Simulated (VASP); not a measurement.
Level of theory: PBE GGA, VASP's PBE PAW potentials (set 64) (plane waves; VASP).

A VASP calculation is set up with these files.

KPOINTS:
```
k-points along high-symmetry lines
15
Line-mode
Reciprocal
  0.000000   0.000000   0.000000 ! GAMMA
  0.500000   0.000000   0.500000 ! X

  0.500000   0.000000   0.500000 ! X
  0.625000   0.250000   0.625000 ! U

  0.375000   0.375000   0.750000 ! K
  0.000000   0.000000   0.000000 ! GAMMA

  0.000000   0.000000   0.000000 ! GAMMA
  0.500000   0.500000   0.500000 ! L

  0.500000   0.500000   0.500000 ! L
  0.500000   0.250000   0.750000 ! W

  0.500000   0.250000   0.750000 ! W
  0.500000   0.000000   0.500000 ! X
```

INCAR:
```
# general
SYSTEM=NaF
PREC  =Accurate
ENCUT =520
LREAL =F
LASPH =T
ICHARG=11

# electronic loop
EDIFF =1E-7
NELM  =100
ALGO  =Normal

# smearing
ISMEAR=0
SIGMA =0.05

# functional
GGA   =PE

# output
LWAVE =F
LCHARG=F
LORBIT=11
```

### POSCAR
```
NaF
1
    0.0000000000     2.3460490621     2.3460490621
    2.3460490621     0.0000000000     2.3460490621
    2.3460490621     2.3460490621     0.0000000000
Na F
1 1
Direct
  0.0000000000   0.0000000000   0.0000000000
  0.5000000000   0.5000000000   0.5000000000
```

POTCAR, in this order: Na_pv F (PBE.64 set). Program: vasp_std. Read from the step before: CHGCAR.

The run wrote:

**OSZICAR**
```
       N       E                     dE             d eps       ncg     rms          rms(c)
DAV:   1     0.106294467296E+03    0.10629E+03   -0.82213E+03  2010   0.154E+03
DAV:   2    -0.196432200377E+01   -0.10826E+03   -0.10027E+03  2105   0.364E+02
DAV:   3    -0.816484492183E+01   -0.62005E+01   -0.61785E+01  2277   0.866E+01
DAV:   4    -0.823258451405E+01   -0.67740E-01   -0.67728E-01  2162   0.970E+00
DAV:   5    -0.823330550526E+01   -0.72099E-03   -0.72099E-03  2254   0.103E+00
DAV:   6    -0.823331794972E+01   -0.12444E-04   -0.12444E-04  2186   0.136E-01
DAV:   7    -0.823331822306E+01   -0.27334E-06   -0.27333E-06  2270   0.195E-02
DAV:   8    -0.823331822927E+01   -0.62087E-08   -0.62379E-08  1685   0.301E-03
   1 F= -.82333182E+01 E0= -.82333182E+01  d E =-.189250E-16
```

OUTCAR:
```
 val. band max:       -2.2420140134   @ k =   0.0000   0.0000   0.0000

 cond. band min:       3.8598019426   @ k =   0.0000   0.0000   0.0000



 k-point     1 :       0.0000    0.0000    0.0000
  band No.  band energies     occupation
      1     -21.3555      2.00000
      2     -21.3022      2.00000
      3     -21.3022      2.00000
      4     -21.3022      2.00000
      5      -2.2420      2.00000
      6      -2.2420      2.00000
      7      -2.2420      2.00000
      8       3.8598      0.00000
      9      16.4662      0.00000
     10      16.4662      0.00000
     11      16.4662      0.00000

 k-point     2 :       0.0357    0.0000    0.0357
  band No.  band energies     occupation
      1     -21.4272      2.00000
      2     -21.3027      2.00000
      3     -21.3027      2.00000
      4     -21.2273      2.00000
      5      -2.2732      2.00000
      6      -2.2474      2.00000
      7      -2.2474      2.00000
      8       3.9213      0.00000
      9      16.1935      0.00000
     10      16.4745      0.00000
     11      16.4745      0.00000

 k-point     3 :       0.0714    0.0000    0.0714
  band No.  band energies     occupation
      1     -21.5129      2.00000
      2     -21.3044      2.00000
      3     -21.3044      2.00000
      4     -21.1330      2.00000
      5      -2.3612      2.00000
      6      -2.2631      2.00000
      7      -2.2631      2.00000
      8       4.1006      0.00000
      9      15.6013      0.00000
     10      16.4986      0.00000
     11      16.4986      0.00000

 k-point     4 :       0.1071    0.0000    0.1071
  band No.  band energies     occupation
      1     -21.5889      2.00000
      2     -21.3072      2.00000
      3     -21.3072      2.00000
      4     -21.0445      2.00000
      5      -2.4917      2.00000
      6      -2.2882      2.00000
      7      -2.2882      2.00000
      8       4.3840      0.00000
      9      14.9312      0.00000
     10      16.5366      0.00000
...
```

The density is held fixed in this step, so its total energy and stress have no physical meaning.

The compound is NaF in the rock salt structure. It was relaxed first.
